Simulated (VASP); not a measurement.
Write the native input for VASP 6.6.1 that does the following.

* Task: relaxation of cell and atoms
* Functional: vdW-DF-cx
* Potentials or basis: VASP PAW PBE potentials, release 64 (Zn, H)
* Cutoff: 600 eV
* k mesh: 7 × 7 × 7
* Occupations: fermi-dirac, width 0.05 eV
* Spin: no spin polarisation
* Further INCAR settings: ALGO = Normal; EDIFF = 1e-06; IBRION = 2; EDIFFG = -0.005; NSW = 60; ISIF = 3

The structure of Zn4H lies in POSCAR:

```
Zn4H
3.8972
    1.000006886996      0.000000000000      0.000000000000
    0.000000000000      1.000006886996      0.000000000000
    0.000000000000      0.000000000000      1.000006886996
Zn H
4 1
Direct
    0.0000000000      0.5000000000      0.5000000000
    0.5000000000      0.5000000000      0.0000000000
    0.5000000000      0.0000000000      0.5000000000
    0.0000000000      0.0000000000      0.0000000000
    0.5000000000      0.5000000000      0.5000000000
```

The cell was built by a generator and needn't be a form met in nature.

One way to write it, as run:

INCAR

```
SYSTEM = Zn4H
PREC     = Accurate       ! precision mode
ENCUT    = 600            ! plane-wave cutoff, eV
EDIFF    = 1E-6           ! SCF threshold, eV
ISMEAR   = -1             ! smearing method
SIGMA    = 0.05           ! smearing width, eV
LREAL    = .FALSE.        ! projectors in reciprocal space
LASPH    = .TRUE.         ! aspherical terms in the spheres
NELM     = 80             ! most SCF steps
ALGO     = Normal         ! electronic algorithm
ISIF     = 3              ! what is computed and relaxed
LWAVE    = .FALSE.        ! write WAVECAR
LCHARG   = .FALSE.        ! write CHGCAR
GGA      = CX             ! functional
LUSE_VDW = .TRUE.       
AGGAC    = 0.0          
IBRION   = 2              ! ionic algorithm
NSW      = 60             ! ionic steps
EDIFFG   = -0.005         ! ionic threshold
```

KPOINTS

```
Automatic mesh
0
G
  7 7 7
  0 0 0
```

Potentials or basis: VASP PAW PBE potentials, release 64 (Zn, H).

Launch:

```bash
$ cat potpaw_PBE.64/Zn/POTCAR potpaw_PBE.64/H/POTCAR > POTCAR
$ mpirun -np 1 vasp_std > vasp.out
```

Results of the run:

The relaxed volume is 12.67 Å³/atom, the relaxed cell is a = 3.987 Å, b = 3.987 Å, c = 3.987 Å, α = 90.00°, β = 90.00°, γ = 90.00° and the space group after relaxing (to 0.05 Å) is Pm-3m (No. 221). The energy gained by relaxing is 13.7 meV/atom and the ionic steps are 3. The pressure after relaxing is 0.0 GPa and the band gap on the k mesh is none (metal or under the smearing width).

Caveat: the PAW data sets were made with another functional, which shifts forces and pressure a little.

Run time: 97 s on 1 thread of Intel(R) Xeon(R) 6975P-C (Granite Rapids) (shared host), peak memory 0.4 GiB.
